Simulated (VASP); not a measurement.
Given:

```yaml
crystal:
  lattice:
    - [0.00000, 2.83252, 2.83252]
    - [2.83252, 0.00000, 2.83252]
    - [2.83252, 2.83252, 0.00000]
  atoms:
    - { symbol: Ag, position: [0.00000, 0.00000, 0.00000] }
    - { symbol: Cl, position: [0.50000, 0.50000, 0.50000] }
```

Level of theory: optB88-vdW, VASP's PBE PAW potentials (set 64) (plane waves; VASP 6.6.1). Numerical set-up: 520 eV cut-off, 8×8×8 Γ-centred mesh, Gaussian smearing of 0.050 eV, potentials Ag Cl.

### Question
Give the stress tensor in GPa (positive for a compressed cell).

### Answer

```
-2.50   0.00   0.00
 0.00  -2.50   0.00
 0.00   0.00  -2.50
```
The pressure is its mean diagonal, -2.50 GPa.

The compound is AgCl in the rock salt structure. This cell is one point of a volume scan, at 1.06 of the reference volume.
